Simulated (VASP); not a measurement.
The input files of a VASP run:

**KPOINTS**
```
Automatic mesh
0
Gamma
10 10 8
0 0 0
```

File POSCAR:
```
CuAu
1
    2.8000000000     0.0000000000     0.0000000000
    0.0000000000     2.8000000000     0.0000000000
    0.0000000000     0.0000000000     3.6700000000
Cu Au
1 1
Direct
  0.0000000000   0.0000000000   0.0000000000
  0.5000000000   0.5000000000   0.5000000000
```

INCAR:
```
SYSTEM = CuAu
PREC = Accurate
ENCUT = 400
EDIFF = 1E-6
NELM = 100
ALGO = Normal
LREAL = .FALSE.
LASPH = .TRUE.
ISMEAR = -1
SIGMA = 1.0
GGA = PE
LMAXMIX = 6
LWAVE = .FALSE.
LCHARG = .FALSE.
ISIF = 2
```

POTCAR, in this order: Cu Au (PBE.64 set). Program: vasp_std.

Output of the run:

File standard output:
```
 POSCAR found type information on POSCAR CuAu
 POSCAR found :  2 types and       2 ions
 Reading from existing POTCAR
 Reading from existing POTCAR
 LDA part: xc-table for (Slater+PW92), standard interpolation
 POSCAR, INCAR and KPOINTS ok, starting setup
 WAVECAR not read
 entering main loop
       N       E                     dE             d eps       ncg     rms          rms(c)
DAV:   1     0.112784668036E+03    0.11278E+03   -0.98060E+03  3307   0.172E+03
DAV:   2    -0.629659860546E+01   -0.11908E+03   -0.11325E+03  3227   0.300E+02
DAV:   3    -0.995705672059E+01   -0.36605E+01   -0.36145E+01  3921   0.626E+01
DAV:   4    -0.999451887890E+01   -0.37462E-01   -0.37407E-01  3514   0.544E+00
DAV:   5    -0.999576532947E+01   -0.12465E-02   -0.12463E-02  4871   0.109E+00    0.151E+01
DAV:   6    -0.991368777682E+01    0.82078E-01   -0.18047E+01  3235   0.140E+02    0.843E+00
DAV:   7    -0.854258172010E+01    0.13711E+01   -0.59570E+00  3986   0.120E+02    0.663E+00
DAV:   8    -0.851353027583E+01    0.29051E-01   -0.30504E-01  4405   0.945E+00    0.326E+00
DAV:   9    -0.849762838291E+01    0.15902E-01   -0.61984E-02  4513   0.924E+00    0.234E-01
DAV:  10    -0.849663968572E+01    0.98870E-03   -0.10150E-02  4826   0.354E+00    0.114E-01
DAV:  11    -0.849660103186E+01    0.38654E-04   -0.79887E-04  3784   0.111E+00    0.517E-02
DAV:  12    -0.849657727824E+01    0.23754E-04   -0.13177E-04  4358   0.414E-01    0.682E-03
DAV:  13    -0.849657656473E+01    0.71351E-06   -0.38509E-06  3528   0.215E-02
   1 F= -.84965766E+01 E0= -.68232525E+01  d E =-.334665E+01
```

### OUTCAR
```
------------------------ aborting loop because EDIFF is reached ----------------------------------------
  FORCE on cell =-STRESS in cart. coord.  units (eV):
  Direction    XX          YY          ZZ          XY          YZ          ZX
  --------------------------------------------------------------------------------------
  Total        2.7838284      2.7838284      2.4352109      0.0000000      0.0000000      0.0000000
  in kB      155.0139969    155.0139969    135.6016707      0.0000000      0.0000000      0.0000000
  external PRESSURE =     148.5432215 kB  Pullay stress =       0.0000000 kB
  volume of cell :       28.77
      direct lattice vectors                 reciprocal lattice vectors
     2.800000000  0.000000000  0.000000000     0.357142857  0.000000000  0.000000000
     0.000000000  2.800000000  0.000000000     0.000000000  0.357142857  0.000000000
     0.000000000  0.000000000  3.670000000     0.000000000  0.000000000  0.272479564
 POSITION                                       TOTAL-FORCE (eV/Angst)
 -----------------------------------------------------------------------------------
      0.00000      0.00000      0.00000         0.000000      0.000000      0.000000
      1.40000      1.40000      1.83500         0.000000      0.000000      0.000000
 -----------------------------------------------------------------------------------
    total drift:                                0.000000     -0.000000     -0.000000
  FREE ENERGIE OF THE ION-ELECTRON SYSTEM (eV)
  ---------------------------------------------------
  free  energy   TOTEN  =        -8.4965765647 eV

  energy  without entropy=       -5.1499283504  energy(sigma->0) =       -6.82325246
```
(Selected blocks of OUTCAR.)

Q: Read input and log: which fault does this run have?
A. SIGMA is far too large
B. simple mixing (IMIX = 1) with AMIX above 1 overshoots
C. LEPSILON was set for a metal
D. LEPSILON was set with a meta-GGA

A: A, SIGMA is far too large. The run ends without an error. Against the sound run, the energy per atom (σ→0) rises by 0.105 eV/atom; the pressure rises by 8.50 GPa.

To mend it, set ISMEAR = 1, set SIGMA = 0.1.

The mended run (PBE GGA, plane waves, VASP's PBE PAW potentials (set 64)) converges, and its OSZICAR ends with
```
   1 F= -.70333049E+01 E0= -.70330965E+01  d E =-.625038E-03
```

The compound is CuAu in the L1_0 structure. The cell was not relaxed at this level.
